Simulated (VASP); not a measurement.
Wanted: the native input for a VASP 6.6.1 run.

```
Task                   : relaxation of cell and atoms
Functional             : PBE
Potentials or basis    : VASP PAW PBE potentials, release 64 (O, Cd, Se)
Cutoff                 : 600 eV
k mesh                 : 6 × 6 × 4
Occupations            : fermi-dirac, width 0.02 eV
Spin                   : no spin polarisation
Dipole correction      : no
Further INCAR settings : ALGO = Fast; EDIFF = 1e-06; IBRION = 2; EDIFFG = -0.005; NSW = 80; ISIF = 3
```

The structure of Cd2SeO lies in POSCAR:

```
Cd2SeO
1.0
    3.6783987467      0.0000000000      0.0000000000
    0.0000000000      3.6783987467      0.0000000000
    0.0000000000      0.0000000000      5.2020413955
O Cd Se
1 2 1
Direct
    0.0000000000      0.0000000000      0.0000000000
    0.0000000000      0.5000000000      0.7500000000
    0.5000000000      0.0000000000      0.2500000000
    0.5000000000      0.5000000000      0.5000000000
```

The cell was built by a generator and needn't be a form met in nature.

One way to write it, as run:

INCAR

```
PREC     = Accurate       # precision mode
ENCUT    = 600            # plane-wave cutoff, eV
EDIFF    = 1E-6           # SCF threshold, eV
ISMEAR   = -1             # smearing method
SIGMA    = 0.02           # smearing width, eV
LREAL    = False          # projectors in reciprocal space
LASPH    = True           # aspherical terms in the spheres
NELM     = 100            # most SCF steps
ALGO     = Fast           # electronic algorithm
ISIF     = 3              # what is computed and relaxed
LWAVE    = False          # write WAVECAR
LCHARG   = False          # write CHGCAR
GGA      = PE             # functional
IBRION   = 2              # ionic algorithm
NSW      = 80             # ionic steps
EDIFFG   = -0.005         # ionic threshold
```

KPOINTS

```
Automatic mesh
0
Gamma
  6 6 4
```

Potentials or basis: VASP PAW PBE potentials, release 64 (O, Cd, Se).

Command:

```console
$ cat potpaw_PBE.64/O/POTCAR potpaw_PBE.64/Cd/POTCAR potpaw_PBE.64/Se/POTCAR > POTCAR
$ mpirun -np 1 vasp_std > vasp.out
```

Results of the run:

```json
{
 "Relaxed volume": "22.64 Å³/atom",
 "Relaxed cell": "a = 4.038 Å, b = 4.038 Å, c = 5.553 Å, α = 90.00°, β = 90.00°, γ = 90.00°",
 "Space group after relaxing (to 0.05 Å)": "P-4m2 (No. 115)",
 "Energy gained by relaxing": "761.1 meV/atom",
 "Ionic steps": "17",
 "Pressure after relaxing": "0.0 GPa",
 "Band gap on the k mesh": "none (metal or under the smearing width)"
}
```

Caveat: the volume moved by over 15 % at a fixed basis, so the end points are rough.

Run time: 8.7 min on 1 thread of Intel(R) Xeon(R) Platinum 8259CL CPU @ 2.50GHz (Skylake/Cascade Lake) (shared host), peak memory 0.22 GiB.
